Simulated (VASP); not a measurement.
These are PBE GGA, VASP's PBE PAW potentials (set 64) (plane waves; VASP) values and carry that method's errors.

The input files of a VASP run:

POSCAR:
```
B33N32
1
    7.2488848259     0.0000000000     0.0000000000
    0.0000000000     7.2488848259     0.0000000000
   -0.0000000000    -0.0000000000     7.2488848259
B N
33 32
Direct
  0.5000000000   0.0000000000   0.0000000000
  0.7500000000   0.2500000000   0.0000000000
  0.7500000000   0.0000000000   0.2500000000
  0.0000000000   0.0000000000   0.0000000000
  0.2470950000   0.2443310000   0.0067170000
  0.5034640000   0.5003420000   0.0042300000
  0.7500000000   0.7500000000   0.0000000000
  0.2449640000   0.9976510000   0.2454400000
  0.5027990000   0.2568010000   0.2518910000
  0.7431490000   0.4940840000   0.2509450000
  0.5032700000   0.0068770000   0.4934210000
  0.7441190000   0.2469870000   0.4942700000
  0.7500000000   0.0000000000   0.7500000000
  0.0000000000   0.5000000000   0.0000000000
  0.2500000000   0.7500000000   0.0000000000
  0.0010330000   0.2462420000   0.2501660000
  0.2494390000   0.5006050000   0.2510590000
  0.5020570000   0.7566080000   0.2529940000
  0.0000000000   0.0000000000   0.5000000000
  0.2433970000   0.2446250000   0.4964780000
  0.4971070000   0.5005510000   0.4946640000
  0.7500000000   0.7500000000   0.5000000000
  0.2500000000   0.0000000000   0.7500000000
  0.5055630000   0.2502700000   0.7560440000
  0.7500000000   0.5000000000   0.7500000000
  0.0000000000   0.7500000000   0.2500000000
  0.9993460000   0.4949750000   0.4937610000
  0.2461040000   0.7482700000   0.4990880000
  0.0000000000   0.2500000000   0.7500000000
  0.2437540000   0.4971390000   0.7437360000
  0.5000000000   0.7500000000   0.7500000000
  0.0000000000   0.7500000000   0.7500000000
  0.3719880000   0.3725060000   0.3786840000
  0.6196410000   0.1265320000   0.1221840000
  0.8750000000   0.3750000000   0.1250000000
  0.8750000000   0.1250000000   0.3750000000
  0.1212600000   0.1254140000   0.1276540000
  0.3787780000   0.3756750000   0.1202730000
  0.6279950000   0.6183040000   0.1251820000
  0.8750000000   0.8750000000   0.1250000000
  0.3797080000   0.1264600000   0.3743830000
  0.6183380000   0.3700150000   0.3770100000
  0.8750000000   0.6250000000   0.3750000000
  0.6318420000   0.1194690000   0.6291040000
  0.8750000000   0.3750000000   0.6250000000
  0.8750000000   0.1250000000   0.8750000000
  0.1238690000   0.6183000000   0.1232630000
  0.3750000000   0.8750000000   0.1250000000
  0.1259300000   0.3751480000   0.3750930000
  0.3685730000   0.6208280000   0.3717210000
  0.6250000000   0.8750000000   0.3750000000
  0.1198550000   0.1303360000   0.6195690000
  0.3799040000   0.3682310000   0.6198080000
  0.6289510000   0.6208770000   0.6242010000
  0.8750000000   0.8750000000   0.6250000000
  0.3750000000   0.1250000000   0.8750000000
  0.6250000000   0.3750000000   0.8750000000
  0.8750000000   0.6250000000   0.8750000000
  0.1250000000   0.8750000000   0.3750000000
  0.1183220000   0.6307970000   0.6214760000
  0.3750000000   0.8750000000   0.6250000000
  0.1250000000   0.3750000000   0.8750000000
  0.3750000000   0.6250000000   0.8750000000
  0.6250000000   0.8750000000   0.8750000000
  0.1250000000   0.8750000000   0.8750000000
```

**KPOINTS**
```
K-points
0
gamma
1 1 1
```

INCAR:
```
SYSTEM = B33N32
PREC = Normal
ENCUT = 400
EDIFF = 1E-5
NELM = 100
ALGO = Fast
LREAL = Auto
LASPH = .TRUE.
ISMEAR = 0
SIGMA = 0.05
GGA = PE
LWAVE = .TRUE.
LCHARG = .FALSE.
NELMIN = 4
ISYM = 0
NELECT = 260.0
IBRION = 2
ISIF = 2
NSW = 60
EDIFFG = -0.03
```

POTCAR, in this order: B N (PBE.64 set). Program: vasp_gam.

The resulting files:

### OSZICAR
```
...
  48 F= -.54064288E+03 E0= -.54064288E+03  d E =-.193402E-01
       N       E                     dE             d eps       ncg     rms          rms(c)
DAV:   1    -0.540660951005E+03   -0.18074E-01   -0.15804E+00   326   0.326E+00    0.389E-01
RMM:   2    -0.540660666507E+03    0.28450E-03   -0.26919E-02   326   0.411E-01    0.170E-01
RMM:   3    -0.540660782177E+03   -0.11567E-03   -0.43080E-03   327   0.146E-01    0.970E-02
RMM:   4    -0.540660789286E+03   -0.71091E-05   -0.75955E-04   330   0.583E-02    0.337E-02
RMM:   5    -0.540660797998E+03   -0.87115E-05   -0.12122E-04   287   0.231E-02    0.134E-02
RMM:   6    -0.540660799510E+03   -0.15117E-05   -0.24249E-05   218   0.964E-03
  49 F= -.54066080E+03 E0= -.54066080E+03  d E =-.372602E-01
       N       E                     dE             d eps       ncg     rms          rms(c)
DAV:   1    -0.540676208915E+03   -0.15411E-01   -0.63053E+00   326   0.651E+00    0.769E-01
RMM:   2    -0.540675668496E+03    0.54042E-03   -0.10387E-01   326   0.816E-01    0.341E-01
RMM:   3    -0.540676061543E+03   -0.39305E-03   -0.17014E-02   327   0.291E-01    0.188E-01
RMM:   4    -0.540676109883E+03   -0.48340E-04   -0.29454E-03   330   0.114E-01    0.678E-02
RMM:   5    -0.540676145043E+03   -0.35159E-04   -0.47331E-04   330   0.458E-02    0.258E-02
RMM:   6    -0.540676150947E+03   -0.59045E-05   -0.98626E-05   282   0.193E-02
  50 F= -.54067615E+03 E0= -.54067615E+03  d E =-.526116E-01
       N       E                     dE             d eps       ncg     rms          rms(c)
DAV:   1    -0.540693087908E+03   -0.16943E-01   -0.64953E-01   380   0.211E+00    0.206E-01
RMM:   2    -0.540693216404E+03   -0.12850E-03   -0.92169E-03   326   0.250E-01    0.973E-02
RMM:   3    -0.540693210267E+03    0.61378E-05   -0.13468E-03   326   0.880E-02    0.500E-02
RMM:   4    -0.540693221427E+03   -0.11160E-04   -0.34411E-04   330   0.359E-02    0.173E-02
RMM:   5    -0.540693224396E+03   -0.29688E-05   -0.37955E-05   227   0.134E-02
  51 F= -.54069322E+03 E0= -.54069322E+03  d E =-.170734E-01
       N       E                     dE             d eps       ncg     rms          rms(c)
DAV:   1    -0.540716632679E+03   -0.23411E-01   -0.42250E+00   326   0.540E+00    0.527E-01
RMM:   2    -0.540717705306E+03   -0.10726E-02   -0.59608E-02   326   0.638E-01    0.250E-01
RMM:   3    -0.540717628240E+03    0.77066E-04   -0.87433E-03   326   0.225E-01    0.127E-01
RMM:   4    -0.540717700484E+03   -0.72244E-04   -0.21880E-03   331   0.909E-02    0.462E-02
RMM:   5    -0.540717718999E+03   -0.18515E-04   -0.24520E-04   322   0.342E-02    0.168E-02
RMM:   6    -0.540717723309E+03   -0.43100E-05   -0.51889E-05   240   0.136E-02
  52 F= -.54071772E+03 E0= -.54071772E+03  d E =-.415724E-01
       N       E                     dE             d eps       ncg     rms          rms(c)
DAV:   1    -0.540719575148E+03   -0.18561E-02   -0.62613E-01   364   0.208E+00    0.199E-01
RMM:   2    -0.540719755684E+03   -0.18054E-03   -0.87353E-03   326   0.245E-01    0.958E-02
RMM:   3    -0.540719746144E+03    0.95401E-05   -0.12883E-03   326   0.862E-02    0.480E-02
RMM:   4    -0.540719757662E+03   -0.11519E-04   -0.32455E-04   330   0.349E-02    0.169E-02
RMM:   5    -0.540719760643E+03   -0.29809E-05   -0.36432E-05   225   0.131E-02
  53 F= -.54071976E+03 E0= -.54071976E+03  d E =-.436097E-01
       N       E                     dE             d eps       ncg     rms          rms(c)
DAV:   1    -0.540736120468E+03   -0.16363E-01   -0.80628E-01   326   0.249E+00    0.233E-01
RMM:   2    -0.540736613537E+03   -0.49307E-03   -0.11108E-02   326   0.288E-01    0.117E-01
RMM:   3    -0.540736587414E+03    0.26123E-04   -0.18329E-03   328   0.104E-01    0.541E-02
RMM:   4    -0.540736606829E+03   -0.19415E-04   -0.39779E-04   330   0.397E-02    0.231E-02
RMM:   5    -0.540736610911E+03   -0.40819E-05   -0.55074E-05   244   0.161E-02
  54 F= -.54073661E+03 E0= -.54073661E+03  d E =-.168503E-01
       N       E                     dE             d eps       ncg     rms          rms(c)
DAV:   1    -0.540748519118E+03   -0.11912E-01   -0.19965E+00   342   0.391E+00    0.369E-01
RMM:   2    -0.540749722696E+03   -0.12036E-02   -0.27655E-02   326   0.454E-01    0.185E-01
RMM:   3    -0.540749657438E+03    0.65258E-04   -0.45910E-03   328   0.164E-01    0.857E-02
RMM:   4    -0.540749705783E+03   -0.48346E-04   -0.99283E-04   330   0.626E-02    0.367E-02
RMM:   5    -0.540749716101E+03   -0.10318E-04   -0.14206E-04   305   0.256E-02    0.119E-02
RMM:   6    -0.540749718192E+03   -0.20908E-05   -0.26794E-05   218   0.981E-03
  55 F= -.54074972E+03 E0= -.54074972E+03  d E =-.299575E-01
       N       E                     dE             d eps       ncg     rms          rms(c)
DAV:   1    -0.540750302981E+03   -0.58688E-03   -0.16495E-01   380   0.112E+00    0.106E-01
RMM:   2    -0.540750400141E+03   -0.97160E-04   -0.22875E-03   326   0.131E-01    0.533E-02
RMM:   3    -0.540750394402E+03    0.57385E-05   -0.38128E-04   328   0.474E-02    0.245E-02
RMM:   4    -0.540750398471E+03   -0.40685E-05   -0.80768E-05   256   0.180E-02
  56 F= -.54075040E+03 E0= -.54075040E+03  d E =-.306378E-01
       N       E                     dE             d eps       ncg     rms          rms(c)
DAV:   1    -0.540765792473E+03   -0.15398E-01   -0.15757E+00   326   0.344E+00    0.271E-01
RMM:   2    -0.540766941734E+03   -0.11493E-02   -0.21043E-02   326   0.394E-01    0.141E-01
RMM:   3    -0.540766973183E+03   -0.31449E-04   -0.34802E-03   329   0.141E-01    0.658E-02
RMM:   4    -0.540767004731E+03   -0.31548E-04   -0.62675E-04   332   0.534E-02    0.263E-02
RMM:   5    -0.540767013801E+03   -0.90699E-05   -0.97119E-05   264   0.213E-02
  57 F= -.54076701E+03 E0= -.54076701E+03  d E =-.166153E-01
       N       E                     dE             d eps       ncg     rms          rms(c)
DAV:   1    -0.540773772627E+03   -0.67679E-02   -0.19567E+00   326   0.384E+00    0.301E-01
RMM:   2    -0.540775245794E+03   -0.14732E-02   -0.26229E-02   326   0.440E-01    0.156E-01
RMM:   3    -0.540775293009E+03   -0.47215E-04   -0.43296E-03   329   0.157E-01    0.735E-02
RMM:   4    -0.540775332258E+03   -0.39249E-04   -0.78168E-04   332   0.597E-02    0.293E-02
RMM:   5    -0.540775343418E+03   -0.11160E-04   -0.11938E-04   283   0.238E-02    0.921E-03
RMM:   6    -0.540775345727E+03   -0.23096E-05   -0.24870E-05   221   0.922E-03
  58 F= -.54077535E+03 E0= -.54077535E+03  d E =-.249473E-01
       N       E                     dE             d eps       ncg     rms          rms(c)
DAV:   1    -0.540791224946E+03   -0.15882E-01   -0.11614E+00   340   0.295E+00    0.302E-01
RMM:   2    -0.540791881898E+03   -0.65695E-03   -0.18471E-02   326   0.367E-01    0.148E-01
RMM:   3    -0.540791873634E+03    0.82647E-05   -0.31729E-03   329   0.134E-01    0.682E-02
RMM:   4    -0.540791909556E+03   -0.35922E-04   -0.61135E-04   330   0.500E-02    0.298E-02
RMM:   5    -0.540791918270E+03   -0.87138E-05   -0.92809E-05   273   0.209E-02
  59 F= -.54079192E+03 E0= -.54079192E+03  d E =-.165725E-01
       N       E                     dE             d eps       ncg     rms          rms(c)
DAV:   1    -0.540801751549E+03   -0.98420E-02   -0.21479E+00   326   0.401E+00    0.412E-01
RMM:   2    -0.540802932085E+03   -0.11805E-02   -0.34206E-02   326   0.499E-01    0.203E-01
RMM:   3    -0.540802926341E+03    0.57439E-05   -0.58979E-03   329   0.182E-01    0.940E-02
RMM:   4    -0.540802993297E+03   -0.66957E-04   -0.11314E-03   330   0.682E-02    0.410E-02
RMM:   5    -0.540803009449E+03   -0.16152E-04   -0.17127E-04   314   0.285E-02    0.139E-02
RMM:   6    -0.540803012232E+03   -0.27828E-05   -0.37968E-05   235   0.116E-02
  60 F= -.54080301E+03 E0= -.54080301E+03  d E =-.276665E-01
```

File OUTCAR:
```
------------------------ aborting loop because EDIFF is reached ----------------------------------------
  FORCE on cell =-STRESS in cart. coord.  units (eV):
  Direction    XX          YY          ZZ          XY          YZ          ZX
  --------------------------------------------------------------------------------------
  Total       26.3978879     29.7473800     25.4624150     13.8222502      8.8521999      6.1434385
  in kB      111.0366022    125.1254654    107.1017521     58.1400947     37.2347289     25.8409512
  external PRESSURE =     114.4212732 kB  Pullay stress =       0.0000000 kB
  volume of cell :      380.90
      direct lattice vectors                 reciprocal lattice vectors
     7.248884826  0.000000000  0.000000000     0.137952254  0.000000000  0.000000000
     0.000000000  7.248884826  0.000000000     0.000000000  0.137952254  0.000000000
     0.000000000  0.000000000  7.248884826     0.000000000  0.000000000  0.137952254
  FREE ENERGIE OF THE ION-ELECTRON SYSTEM (eV)
  ---------------------------------------------------
  free  energy   TOTEN  =      -540.8030122319 eV

  energy  without entropy=     -540.8030122319  energy(sigma->0) =     -540.80301223
```
(Selected blocks of OUTCAR.)

**CONTCAR**
```
B33N32
   1.00000000000000
     7.2488848259000003    0.0000000000000000    0.0000000000000000
     0.0000000000000000    7.2488848259000003    0.0000000000000000
     0.0000000000000000    0.0000000000000000    7.2488848259000003
  B               N
    33    32
Direct
     0.4993282329469313    0.0006394060193668    0.9963737963360395
     0.7510157472536373    0.2504465795630946    0.9987790107080540
     0.7487822004488183    0.9991333297376704    0.2468142579610097
     0.9984247358388968    0.9983255211279298    0.9945326302578241
     0.2501689687083181    0.2501877604824840    0.9965409800310902
     0.5009359638858671    0.5009529646239121    0.0010833266001044
     0.7512198499932053    0.7508874941653019    0.9980038782519385
     0.2480150691704704    0.9904606214161138    0.2400566483769076
     0.4964627831729898    0.2521391685729157    0.2522482905647117
     0.7547270281438764    0.4991391966860346    0.2468079709094217
     0.4975326359377661    0.9962170768837491    0.4947680375683716
     0.7510133209061963    0.2511622509841580    0.4965391495721398
     0.7490561217563104    0.0006051846511926    0.7466283419751132
     0.0004834962266174    0.4991330117193714    0.9975791916195114
     0.2508511739524902    0.7510948174824003    0.9994305210999377
     0.9933154844129485    0.2475119914347250    0.2424677352111266
     0.2552069274474830    0.4958751045178739    0.2536962988815003
     0.5009377357841662    0.7557389886753503    0.2455849330173324
     0.9945227845441394    0.9940154021076835    0.4965106555996582
     0.2119774428915098    0.2023666516005379    0.4665298574101220
     0.5079530507637090    0.5093658515020971    0.4893432559675815
     0.7532016972111497    0.7526791120836717    0.4975904536866664
     0.2496120284822382    0.9987546325329312    0.7477429455871352
     0.5058183744778296    0.2564366075855775    0.7589801199806377
     0.7534145635795435    0.5019059480697891    0.7499943679658595
     0.9992027506962515    0.7471892616538653    0.2467461354835968
     0.9964779500037917    0.4972669479176250    0.4968152959884303
     0.2514123733504325    0.7520308801164836    0.4961583833563720
     0.0001199001430929    0.2492084279410524    0.7473606194790642
     0.2543072470781325    0.5097395923628562    0.7616522925977955
     0.5022764811060459    0.7534746391412055    0.7499018234940426
     0.9999993549598735    0.7498765010093076    0.7474684317731396
     0.3409158564630431    0.3529760482169217    0.5001715409934077
     0.6240685454854531    0.1250198140602925    0.1228565717081517
     0.8743876715884085    0.3743613543929213    0.1189351036490595
     0.8719595790881770    0.1225833136494312    0.3710858783895221
     0.1226315282702272    0.1224224991010159    0.1178798394032906
     0.3755516221743715    0.3747307837281987    0.1238570135060054
     0.6267270541214610    0.6259833933454361    0.1238283201708983
     0.8747684917144042    0.8742277896158597    0.1218901063796927
     0.3713858847635864    0.1033003762001432    0.3594281505656707
     0.6343841437792157    0.3764425334242324    0.3714902198419307
     0.8757783359066940    0.6250893539965907    0.3723303661665772
     0.6215285488784118    0.1279755396816533    0.6212346418043428
     0.8754099344944521    0.3746738705333248    0.6240680272436465
     0.8737712692015481    0.1246516886245701    0.8713260476090952
     0.1255854639237277    0.6231344904151377    0.1236863796784479
     0.3749511017031031    0.8739243402578217    0.1173517973057793
     0.1082557808956951    0.3707940717925409    0.3637418134113299
     0.3777496861396262    0.6374924996323571    0.3705879790884100
     0.6268142688761885    0.8756388727584670    0.3718789476053182
     0.1144699329984454    0.1123816905016682    0.6236295911092807
     0.4036974640546677    0.4089117292681980    0.6664345191810231
     0.6334792881634700    0.6329681023737180    0.6236661173643446
     0.8737980721682860    0.8740762413867742    0.6217158010122820
     0.3749178789316882    0.1265161047927454    0.8716828411120121
     0.6315615152431101    0.3765649171297771    0.8798755305012228
     0.8770922021766270    0.6259364764050868    0.8734559677859960
     0.1221311182246580    0.8708830863666156    0.3705383296989567
     0.1271113289265660    0.6234235599257443    0.6224892143335953
     0.3752646797466496    0.8750323058050370    0.6237036867144367
     0.1260468812836753    0.3755994102669659    0.8726902580844101
     0.3766605679567565    0.6329388891276253    0.8811316854754108
     0.6262349646336393    0.8771028490890300    0.8730096688634230
     0.1247498627492573    0.8735310797657849    0.8721274069307950
```

stdout:
```
...
RMM:   3    -0.540750394402E+03    0.57385E-05   -0.38128E-04   328   0.474E-02    0.245E-02
RMM:   4    -0.540750398471E+03   -0.40685E-05   -0.80768E-05   256   0.180E-02
  56 F= -.54075040E+03 E0= -.54075040E+03  d E =-.306378E-01
 bond charge predicted
       N       E                     dE             d eps       ncg     rms          rms(c)
DAV:   1    -0.540765792473E+03   -0.15398E-01   -0.15757E+00   326   0.344E+00    0.271E-01
RMM:   2    -0.540766941734E+03   -0.11493E-02   -0.21043E-02   326   0.394E-01    0.141E-01
RMM:   3    -0.540766973183E+03   -0.31449E-04   -0.34802E-03   329   0.141E-01    0.658E-02
RMM:   4    -0.540767004731E+03   -0.31548E-04   -0.62675E-04   332   0.534E-02    0.263E-02
RMM:   5    -0.540767013801E+03   -0.90699E-05   -0.97119E-05   264   0.213E-02
  57 F= -.54076701E+03 E0= -.54076701E+03  d E =-.166153E-01
 trial-energy change:   -0.016615  1 .order   -0.016452   -0.020836   -0.012069
 bond charge predicted
       N       E                     dE             d eps       ncg     rms          rms(c)
DAV:   1    -0.540773772627E+03   -0.67679E-02   -0.19567E+00   326   0.384E+00    0.301E-01
RMM:   2    -0.540775245794E+03   -0.14732E-02   -0.26229E-02   326   0.440E-01    0.156E-01
RMM:   3    -0.540775293009E+03   -0.47215E-04   -0.43296E-03   329   0.157E-01    0.735E-02
RMM:   4    -0.540775332258E+03   -0.39249E-04   -0.78168E-04   332   0.597E-02    0.293E-02
RMM:   5    -0.540775343418E+03   -0.11160E-04   -0.11938E-04   283   0.238E-02    0.921E-03
RMM:   6    -0.540775345727E+03   -0.23096E-05   -0.24870E-05   221   0.922E-03
  58 F= -.54077535E+03 E0= -.54077535E+03  d E =-.249473E-01
 bond charge predicted
       N       E                     dE             d eps       ncg     rms          rms(c)
DAV:   1    -0.540791224946E+03   -0.15882E-01   -0.11614E+00   340   0.295E+00    0.302E-01
RMM:   2    -0.540791881898E+03   -0.65695E-03   -0.18471E-02   326   0.367E-01    0.148E-01
RMM:   3    -0.540791873634E+03    0.82647E-05   -0.31729E-03   329   0.134E-01    0.682E-02
RMM:   4    -0.540791909556E+03   -0.35922E-04   -0.61135E-04   330   0.500E-02    0.298E-02
RMM:   5    -0.540791918270E+03   -0.87138E-05   -0.92809E-05   273   0.209E-02
  59 F= -.54079192E+03 E0= -.54079192E+03  d E =-.165725E-01
 trial-energy change:   -0.016573  1 .order   -0.016403   -0.019940   -0.012867
 bond charge predicted
       N       E                     dE             d eps       ncg     rms          rms(c)
DAV:   1    -0.540801751549E+03   -0.98420E-02   -0.21479E+00   326   0.401E+00    0.412E-01
RMM:   2    -0.540802932085E+03   -0.11805E-02   -0.34206E-02   326   0.499E-01    0.203E-01
RMM:   3    -0.540802926341E+03    0.57439E-05   -0.58979E-03   329   0.182E-01    0.940E-02
RMM:   4    -0.540802993297E+03   -0.66957E-04   -0.11314E-03   330   0.682E-02    0.410E-02
RMM:   5    -0.540803009449E+03   -0.16152E-04   -0.17127E-04   314   0.285E-02    0.139E-02
RMM:   6    -0.540803012232E+03   -0.27828E-05   -0.37968E-05   235   0.116E-02
  60 F= -.54080301E+03 E0= -.54080301E+03  d E =-.276665E-01
 writing wavefunctions
```

The run did not converge; its last values are not results.

The run did not end as a converged relaxation. At this cut-off the stress carries a Pulay error, which pulls relaxed volumes low. The cell is charged, with a uniform compensating background. The supercell is sampled at Γ alone, which is coarse: total energies, pressure and levels can be off, energies of defects by several tenths of an eV.

The cell is a supercell with a defect, built from BN (zinc blende): B_i, charge -1. The run is not spin-polarised, so no state with unpaired spins was tried.
